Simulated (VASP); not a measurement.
An input for Quantum ESPRESSO's pw.x (written as the equivalent of a VASP run, and not itself run):

```
&CONTROL
  calculation = 'scf'
  pseudo_dir = './pseudo'
  outdir = './out'
  tprnfor = .true.
  tstress = .true.
/
&SYSTEM
  ibrav = 0
  nat = 2
  ntyp = 2
  ecutwfc = 84
  occupations = 'smearing'
  smearing = 'gaussian'
  degauss = 0.003675
  input_dft = 'pbe'
/
&ELECTRONS
  conv_thr = 7.3e-08
  electron_maxstep = 100
/
ATOMIC_SPECIES
  Mg 24.305 Mg.upf
  S 32.060 S.upf
CELL_PARAMETERS angstrom
     0.0000000    2.5734610    2.6758360
     2.5287920    0.0000000    2.6758360
     2.5287920    2.5734610    0.0000000
ATOMIC_POSITIONS crystal
  Mg   0.0000000  0.0000000  0.0000000
  S    0.4879580  0.5120420  0.5120420
K_POINTS automatic
  8 8 8 0 0 0
```

Problem. Write the VASP files for the same calculation (PBE).

Solution. One answer among several that fit: 
KPOINTS:
```
Automatic mesh
0
Gamma
8 8 8
0 0 0
```

### POSCAR
```
MgS
5.3516720
  0.0000000000   0.4808704644   0.5000000000
  0.4725237272   0.0000000000   0.5000000000
  0.4725237272   0.4808704644   0.0000000000
Mg S
1 1
Cartesian
  0.0000000000   0.0000000000   0.0000000000
  0.4839039886   0.4808704644   0.5000000000
```

INCAR:
```
# general
SYSTEM = MgS
PREC   = Single
ENCUT  = 400
LREAL  = .FALSE.
LASPH  = .TRUE.

# electronic loop
EDIFF  = 1E-6
NELM   = 100
ALGO   = Normal

# smearing
ISMEAR = 0
SIGMA  = 0.05

# functional
GGA    = PE

# ions
ISIF   = 2

# output
LWAVE  = .FALSE.
LCHARG = .FALSE.
```

POTCAR, in this order: Mg S (PBE.64 set). Program: vasp_std.

Limits of the translation: the potentials are each code's own (VASP's PAW set, PseudoDojo norm-conserving files in pw.x), so ENCUT and ecutwfc are chosen apart and not converted; conv_thr bounds pw.x's estimated SCF error, while EDIFF bounds the energy change between steps.

The compound is MgS in the rock salt structure. The cell was not relaxed at this level, atoms are displaced from their ideal sites. The run is one of a series of settings (PREC = Single against the base run), some of them coarse on purpose.
